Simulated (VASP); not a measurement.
Runs of VASP 6.6.1 on Si2W. Symmetry: I4/mmm, No. 139, tetragonal system. Conventional cell: a = 3.205 Å, b = 3.205 Å, c = 7.819 Å, α = 90.00°, β = 90.00°, γ = 90.00°. Si (site symmetry 4mm) is surrounded by 5 Si at 2.59 to 2.62 Å and 5 W at 2.61 to 2.62 Å. Around W (site symmetry 4/mmm) lie 10 Si at 2.61 to 2.62 Å. The cell is a database's computed one.

```tsv
k mesh	cutoff (eV)	smearing	gap on the mesh (eV)	pressure (GPa)
18 × 18 × 18	900	gaussian 0.1 eV	none	0.0
18 × 18 × 18	700	gaussian 0.1 eV	none	0.0
18 × 18 × 18	520	gaussian 0.5 eV	none	(a)
28 × 28 × 28	520	gaussian 0.1 eV	none	-0.1
```

Alike in all rows: task single point; level PBEsol; potentials or basis VASP PAW PBE potentials, release 64 (Si, W_sv); no spin polarisation; cell as given.

Question: Fill in the values left out.

Answer: (a) 0.2.

Caveats: the PAW data sets were made with another functional, which shifts forces and pressure a little.

A k mesh can miss the band edges, and the runs leave out spin-orbit coupling on W.

A gap of «none» marks a metal or a gap under the smearing width.

Not every run made on this cell is shown here.
